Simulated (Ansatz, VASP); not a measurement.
## ZnS (Wurtzite-2H): VASP beside Ansatz

Aim: how closely do two programs agree when they are given the same cell, functional and k mesh? The cell is taken from a series of runs on this material, whose earlier steps may have relaxed, scaled, displaced or heated it; both programs get it as it stands.

Method: plane waves, with VASP 6.6.1 beside it; zone-centre phonons at PBE, in Ansatz 0.2.0.

### 1. Starting point

The structure is hexagonal, space group P6_3mc (No. 186). The conventional cell has a = 3.707 Å, b = 3.707 Å, c = 6.105 Å, α = 90.00°, β = 90.00°, γ = 120.00°. Nearest to S lie 4 Zn at 2.28 Å. Nearest to Zn lie 4 S at 2.28 Å. Farther neighbours and most contacts between anions are not listed.

### 2. Ansatz: zone-centre phonons, PBE

Ansatz runs on its PAW soft_1 files.

Second derivatives magnify differences that forces hide, and they need a tight electronic threshold.

Input file input.yaml:

```yaml
crystal:
  lattice:
    - [3.7074359806, 0.0, 0.0]
    - [-1.8537179903, 3.2107337421, 0.0]
    - [0.0, 0.0, 6.1048428984]
  atoms:
    - { symbol: S, position: [0.3333333333, 0.6666666667, 0.3790244182] }
    - { symbol: S, position: [0.6666666667, 0.3333333333, 0.8790244182] }
    - { symbol: Zn, position: [0.3333333333, 0.6666666667, 0.0059755818] }
    - { symbol: Zn, position: [0.6666666667, 0.3333333333, 0.5059755818] }
kpoints:
  mp_grid: { grid: [12, 12, 8] }
hamiltonian:
  xc: pbe
  pseudopotentials: { kind: paw, azcp: { folder: soft_1 } }
scf:
  occupations: { method: fixed }
output:
  eigenvalues: true
phonons:
  method: dfpt
  dielectric: true
  rigid_motions: translations
```

The run is started by

```console
$ ansatz run input.yaml --threads 8 --pin off --max-ram 16384MiB --backend cpu --events-out ev --progress --plain --runs-dir out
```

Numbers of over 12 decimals in the logs are rounded to 6 here.

The log of the run:

```text
Engine: ansatz 0.2.0, x86_64-unknown-linux-gnu
Pseudopotentials: kind: paw
Pseudopotential: S, paw, valence charge 6, recommended cutoff 420 eV (normal), soft_1/S.paw.azcp
Pseudopotential: Zn, paw, valence charge 12, recommended cutoff 420 eV (normal), soft_1/Zn.paw.azcp
Functional definition: PBE
  parameter kappa = 0.804
  parameter beta = 0.066725
  exchange = pbe_x(kappa = kappa, mu = beta*pi^2/3)
  correlation = pbe_c(beta = beta)
Crystal: 4 atoms, lattice volume = 72.670 Å³
Basis set: ecut = 420 eV, 1401 PW (Γ), exchange–correlation on 50×50×96 points (8 copies of the dense FFT grid, shifted against one another)
Bands: 22, of which v1, the nominal top of the filled ones, is band 18 counted from 1 (17 counted from 0)
Symmetry: 12 space group operations
k-points: 320 of 1152 (irreducible under 2 space group operations, time reversal used)
Non-local potential: S, projectors of the file, l = 0: 2, l = 1: 2, l = 2: 1
Non-local potential: Zn, projectors of the file, l = 0: 2, l = 1: 2, l = 2: 3, l = 3: 1
PAW form: soft (Blöchl's): semilocal exchange-correlation on the pseudo side does not see the compensation charge
PAW one-centre angular grid: S, 110 points (default); XC on 64 Gauss nodes
PAW one-centre angular grid: Zn, 590 points (default); XC on 64 Gauss nodes
Initial density: superposition of atomic densities (chi_scale 0.1, normalization cell, long waves kept (reshape's long-wave potential 0.00 eV rms))
Initial wavefunctions: pseudopotential atomic-orbital guess
Functional: x = pbe(κ = 0.804, μ = 0.219515), c = pbe(β = 0.066725)
SCF iter   1: F=—  HF=-8445.447254 eV  |F-HF|=—  |Δ(HF+E_count)|=         —  Δρ=4.15e-2  dr2=8.19e-1  ethr=3.10e-3  ⟨swp⟩=5.0  Hψ=34872  notcnv=0  defer=594
preconditioner: auto → Resta (q_TF=auto, 2.427 Å⁻¹)  ε∞=6.3  [insulator: Δε(μ)=2.751 eV  Ē_g=11.333 eV  n_scr=22 (ndim 8)  ℏωp=26.1 eV  f_vac=0.001  ε∞_Penn≈6.3]
SCF iter   2: F=—  HF=-8445.281067 eV  |F-HF|=—  |Δ(HF+E_count)|=   1.66e-1  Δρ=1.77e-2  dr2=1.95e-1  ethr=2.27e-3  ⟨swp⟩=2.9  Hψ=15082  notcnv=0  defer=634
SCF iter   3: F=—  HF=-8445.261970 eV  |F-HF|=—  |Δ(HF+E_count)|=   1.91e-2  Δρ=1.19e-2  dr2=6.53e-2  ethr=5.42e-4  ⟨swp⟩=2.0  Hψ=12809  notcnv=0  defer=631
SCF iter   4: F=—  HF=-8445.246440 eV  |F-HF|=—  |Δ(HF+E_count)|=   1.55e-2  Δρ=3.32e-3  dr2=5.68e-3  ethr=1.82e-4  ⟨swp⟩=2.0  Hψ=15367  notcnv=0  defer=635
SCF iter   5: F=—  HF=-8445.249843 eV  |F-HF|=—  |Δ(HF+E_count)|=   3.40e-3  Δρ=6.05e-4  dr2=3.03e-4  ethr=1.58e-5  ⟨swp⟩=2.7  Hψ=12778  notcnv=0  defer=637
SCF iter   6: F=—  HF=-8445.250383 eV  |F-HF|=—  |Δ(HF+E_count)|=   5.40e-4  Δρ=2.75e-4  dr2=5.58e-5  ethr=8.43e-7  ⟨swp⟩=2.0  Hψ=13348  notcnv=0  defer=637
SCF iter   7: F=—  HF=-8445.250462 eV  |F-HF|=—  |Δ(HF+E_count)|=   7.90e-5  Δρ=7.40e-5  dr2=1.71e-6  ethr=1.55e-7  ⟨swp⟩=2.0  Hψ=13216  notcnv=0  defer=597
SCF iter   8: F=—  HF=-8445.250464 eV  |F-HF|=—  |Δ(HF+E_count)|=   1.83e-6  Δρ=2.58e-5  dr2=3.08e-7  ethr=4.75e-9  ⟨swp⟩=2.0  Hψ=11965  notcnv=0  defer=8
SCF iter   9: F=—  HF=-8445.250464 eV  |F-HF|=—  |Δ(HF+E_count)|=   2.48e-7  Δρ=3.20e-6  dr2=8.93e-9  ethr=8.55e-10  ⟨swp⟩=2.0  Hψ=12486  notcnv=0  defer=8
SCF iter  10: F=—  HF=-8445.250464 eV  |F-HF|=—  |Δ(HF+E_count)|=   1.44e-8  Δρ=4.57e-7  dr2=1.80e-10  ethr=2.48e-11  ⟨swp⟩=2.0  Hψ=12792  notcnv=0  defer=8
SCF iter  11: F=-8445.250464 eV  HF=-8445.250464 eV  |F-HF|=2.18e-11  |Δ(HF+E_count)|=  1.55e-10  Δρ=1.74e-7  dr2=1.71e-11  ethr=1.00e-12  ⟨swp⟩=10.6  Hψ=54223  notcnv=0
SCF 1 converged in 11 iterations: F = -8445.250464 eV  dr2 = 1.71e-11
  greatest PAW one-centre occupation: 0.983 electrons in one spin orbital (limit 2), on the Zn atom at site 3 (counted from 0), in its partial waves of l = 2
DFPT response loops at Γ: preconditioner auto → Resta (q_TF=auto, 2.427 Å⁻¹)  ε∞=4.9 (no band partly filled); β = 1.00, the filter's whole step (`scf.mixing.beta` (0.50) is not read by the response loops at its default; to damp them type it under 1.00, their step now; it binds the ground state too); Broyden in place of MSR1
── the response to a field inside a basis, on 12×12×8 k-points: an SCF that follows is theirs, and a resumed run solves both again ──
Bands: 19, of which v1, the nominal top of the filled ones, is band 18 counted from 1 (17 counted from 0)
k-points: 168 of 1152 (irreducible under 4 space group operations, time reversal used)
Initial density: handed on by an earlier stage of this run
Initial wavefunctions: pseudopotential atomic-orbital guess (no wavefunctions were taken with the density)
Eigensolver: Dense (168 Hₖ)
SCF iter   1: F=—  HF=-8445.247157 eV  |F-HF|=—  |Δ(HF+E_count)|=         —  Δρ=1.82e-4  dr2=7.46e-6  ethr=1.00e-1
preconditioner: auto → Resta (q_TF=auto, 2.427 Å⁻¹)  ε∞=7.9  [insulator: Δε(μ)=2.765 eV  Ē_g=9.926 eV  n_scr=22 (ndim 8)  ℏωp=26.1 eV  f_vac=0.027  ε∞_Penn≈7.9]
SCF iter   2: F=—  HF=-8445.247159 eV  |F-HF|=—  |Δ(HF+E_count)|=   2.29e-6  Δρ=2.48e-4  dr2=2.03e-5  ethr=2.07e-8
SCF iter   3: F=—  HF=-8445.247158 eV  |F-HF|=—  |Δ(HF+E_count)|=   5.04e-7  Δρ=2.63e-5  dr2=1.20e-7  ethr=2.07e-8
SCF iter   4: F=-8445.247157 eV  HF=-8445.247157 eV  |F-HF|=9.80e-8  |Δ(HF+E_count)|=   1.55e-6  Δρ=1.32e-5  dr2=2.98e-8  ethr=3.33e-10
SCF 1 converged in 4 iterations: F = -8445.247157 eV  dr2 = 2.98e-8
  greatest PAW one-centre occupation: 0.982 electrons in one spin orbital (limit 2), on the Zn atom at site 3 (counted from 0), in its partial waves of l = 2
DFPT response loops at Γ: preconditioner auto → Resta (q_TF=auto, 2.427 Å⁻¹)  ε∞=4.7 (no band partly filled); β = 1.00, the filter's whole step (`scf.mixing.beta` (0.50) is not read by the response loops at its default; to damp them type it under 1.00, their step now; it binds the ground state too); Broyden in place of MSR1
SCF converged after 11 iterations
Free energy (F): -8445.250464 eV
Harris-Foulkes:  -8445.250464 eV  (|F-HF|=2.18e-11)
Internal energy: -8445.250464 eV  (E = F + TS)
E sigma→0 (E₀):  -8445.250464 eV
Fermi energy:    6.918314 eV
--- Per-component energies (eV) ---
  E_band       = 38.813267
  E_kinetic    = 512.296141
  E_local      = -4433.454857  (includes V_loc(G=0)·N_el)
  E_nonlocal   = 1708.571872
  E_hartree    = 1690.660297
  E_xc         = -337.204779
  E_vxc        = -270.820602  (∫ρ·V_xc dr)
  E_paw        = -5012.456536  (= ΣΔE_a)
  E_vpaw       = -859.099170  (= ΣTr[D̂ρ^β])
  E_aug_tail   = -0.000487  (compensation charges beyond the density's cutoff)
  E_ewald      = -2573.662115
  E_smearing   = -0.000000  (= −TS)
  E_closure    = 0.000000  (closes the sum)
  Σ components = -8445.250464   (vs F -8445.250464, Δ=0.00e0)
--- Band table (eV; the first three rows and the last of 320) ---
  k-point 0: bands = [... 14 lower, 5.9064, 6.8009, 6.9183, 6.9183, 9.4551, 10.1737, 13.1426, 13.1426]
  k-point 1: bands = [... 14 lower, 5.9414, 6.4381, 6.8756, 6.8756, 9.7725, 10.2142, 13.1642, 13.1642]
  k-point 2: bands = [... 14 lower, 6.0425, 6.0425, 6.7562, 6.7562, 10.3320, 10.3577, 13.0931, 13.2396]
  k-point 319: bands = [... 14 lower, 4.0552, 4.0552, 5.2357, 5.2357, 11.4244, 11.4244, 13.3078, 13.3078]
--- Phonons (Γ-DFPT): 4 representative perturbations + reference, on 320 of 1152 k-points (Σ response iterations 12) ---
  k mesh reduced under 2 symmetry operations, with k and −k counted as one. Each operation leaves every solved perturbation unchanged. A smaller set is not considered because the run solves the response to a homogeneous field
  ASR residual: 1.395e-4 → 0.000e0 eV/Å²; symmetrization residual: 1.221e-5 eV/Å²
  ASR residual per site (eV/Å²): 3.72e-5 3.72e-5 1.39e-4 1.39e-4
  Γ frequencies (cm⁻¹): 0.00 0.00 0.00 58.48 58.48 206.56 312.02 313.13 313.13 322.73 322.73 372.87
  ε∞ (high-frequency dielectric tensor):
        5.812525     0.000000     0.000000
        0.000000     5.812525     0.000000
        0.000000     0.000000     5.957612
  ε⁰ (static dielectric tensor: ions relaxed, cell fixed):
        7.919054     0.000000    -0.000000
        0.000000     7.919054    -0.000000
       -0.000000    -0.000000     8.334722
  ε⁰ − ε∞ (ionic part):
        2.106529     0.000000    -0.000000
        0.000000     2.106529    -0.000000
       -0.000000    -0.000000     2.377110
  softest optical mode at Γ: 58.48 cm⁻¹; the repairs (sum rule, projections) moved no ω² at Γ by more than (1.35 cm⁻¹)²
  Born effective charges Z* (e; rows j = field, columns β = displacement):
    site 0:
        -1.81133    0.00000   -0.00000
         0.00000   -1.81133   -0.00000
        -0.00000   -0.00000   -1.91729
    site 1:
        -1.81133   -0.00000    0.00000
        -0.00000   -1.81133   -0.00000
         0.00000    0.00000   -1.91729
    site 2:
         1.81133   -0.00000    0.00000
        -0.00000    1.81133    0.00000
        -0.00000    0.00000    1.91729
    site 3:
         1.81133   -0.00000   -0.00000
         0.00000    1.81133   -0.00000
         0.00000   -0.00000    1.91729
  Z* charge neutrality: 1.303e-3 e pre-enforcement
  solved inside a basis spanned on kpoints, on 12×12×8 k-points, its susceptibility summed on 16×16×8: ε∞ is read to err by 1.7e-2, Z* by 1.3e-2 e (field_mesh: kpoints solves on kpoints); Z* is corrected for what the basis lacks
  optical modes at Γ without the LO–TO term, one row a degenerate level:
      ω (cm⁻¹)  modes    IR ((D/Å)²/amu)
         58.48      2             0.0000
        206.56      1             0.0000
        312.02      1             7.8849
[...]
optical modes at Γ + LO–TO along q̂ = [1.0000, 0.0000, 0.0000]:
      ω (cm⁻¹)  modes    IR ((D/Å)²/amu)
[...]
optical modes at Γ + LO–TO along q̂ = [0.0000, 1.0000, 0.0000]:
      ω (cm⁻¹)  modes    IR ((D/Å)²/amu)
[...]
365.50      1             7.0375
        372.87      1             0.0000
  optical modes at Γ + LO–TO along q̂ = [0.0000, 0.0000, 1.0000]:
      ω (cm⁻¹)  modes    IR ((D/Å)²/amu)
         58.48      2             0.0000
        206.56      1             0.0000
        313.13      2            14.0750
        322.73      2             0.0000
        369.05      1             7.8849
        372.87      1             0.0000
```

In the SCF lines HF is the Harris–Foulkes energy and dr2 the Hartree energy of the density residual, in eV; the loop may stop once dr2 is under the threshold and the program's other checks hold. Hψ counts applications of the Hamiltonian.

(Continued in part 2 of 3.)

[Lines on the potential files, build, host, timing and source positions are cut from VASP's logs without a mark.]

[Logs are printed without paths, hosts, clocks, repeated set-up lines and the standing remarks that a program may print on its own settings, such as how far it seeks lower states.]

[Hosts, paths, dates, database ids (printed as entryN), source tags and the programs' standing remarks are cut or masked in the printed files.]
